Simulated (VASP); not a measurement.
Here is the system:

```
Al2Pt
1.0
    0.00000     3.01410     3.01410
    3.01410     0.00000     3.01410
    3.01410     3.01410     0.00000
Al Pt
2 1
Cartesian
  1.50705   1.50705   1.50705
  4.52115   4.52115   4.52115
  0.00000   0.00000   0.00000
```

Calculation: PBE GGA, VASP's PBE PAW potentials (set 64) (plane waves; VASP). Settings: 400 eV cut-off, 8×8×8 Γ-centred mesh, tetrahedra, potentials Al Pt.

Unless said otherwise, spin-orbit coupling is left out, though it shifts the bands of the heavy elements here.

**Question.** Predict the energy per atom (σ→0), pressure, band gap (on the k-mesh) with the smallest direct gap where there is one.

**Answer.** 
```
Quantity                                                     Value
------------------------  ----------------------------------------
band gap (on the k-mesh)  none (metal, semimetal or under 0.01 eV)
energy per atom (σ→0)                               -5.357 eV/atom
pressure                                                 -4.70 GPa
```

Total energies compare only between runs with the same potentials, cut-off and functional.

The compound is PtAl2 in the fluorite structure. The cell was not relaxed at this level. The run is one of a series of settings (ISMEAR = -4, SIGMA removed against the base run), some of them coarse on purpose.
